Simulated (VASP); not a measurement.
The input files of a VASP run:

### POSCAR
```
FeAl
1
    2.9100000000     0.0000000000     0.0000000000
    0.0000000000     2.9100000000     0.0000000000
    0.0000000000     0.0000000000     2.9100000000
Al Fe
1 1
Direct
  0.5000000000   0.5000000000   0.5000000000
  0.0000000000   0.0000000000   0.0000000000
```

KPOINTS:
```
Automatic mesh
0
gamma
11 11 11
0 0 0
```

**INCAR**
```
# general
SYSTEM =FeAl
PREC   =Accurate
ENCUT  =520
LREAL  =F
LASPH  =T

# electronic loop
EDIFF  =1E-6
NELM   =100
ALGO   =Normal
LMAXMIX=4

# smearing
ISMEAR =1
SIGMA  =0.1

# ions
IBRION =2
NSW    =60
ISIF   =3
EDIFFG =-0.01

# output
LWAVE  =F
LCHARG =F
```

POTCAR, in this order: Al Fe (LDA.64 set). Program: vasp_std.

Question: Write an equivalent input for Quantum ESPRESSO's pw.x.

Answer: One equivalent input (not run):
```
&CONTROL
  calculation = 'vc-relax'
  pseudo_dir = './pseudo'
  outdir = './out'
  tprnfor = .true.
  tstress = .true.
  nstep = 60
  forc_conv_thr = 0.00039
/
&SYSTEM
  ibrav = 0
  nat = 2
  ntyp = 2
  ecutwfc = 90
  occupations = 'smearing'
  smearing = 'methfessel-paxton'
  degauss = 0.00735
  input_dft = 'pz'
/
&ELECTRONS
  conv_thr = 7.3e-08
  electron_maxstep = 100
/
&IONS
/
&CELL
/
ATOMIC_SPECIES
  Al 26.982 Al.upf
  Fe 55.845 Fe.upf
CELL_PARAMETERS angstrom
     2.9100000    0.0000000    0.0000000
     0.0000000    2.9100000    0.0000000
     0.0000000    0.0000000    2.9100000
ATOMIC_POSITIONS crystal
  Al   0.5000000  0.5000000  0.5000000
  Fe   0.0000000  0.0000000  0.0000000
K_POINTS automatic
  11 11 11 0 0 0
```
What does not carry over: the potentials are each code's own (VASP's PAW set, PseudoDojo norm-conserving files in pw.x), so ENCUT and ecutwfc are chosen apart and not converted; conv_thr bounds pw.x's estimated SCF error, while EDIFF bounds the energy change between steps; forc_conv_thr acts on force components and is met together with etot_conv_thr.

The compound is FeAl in the CsCl type structure. This run relaxes it. Symmetry was kept, so distortions that lower it aren't found.
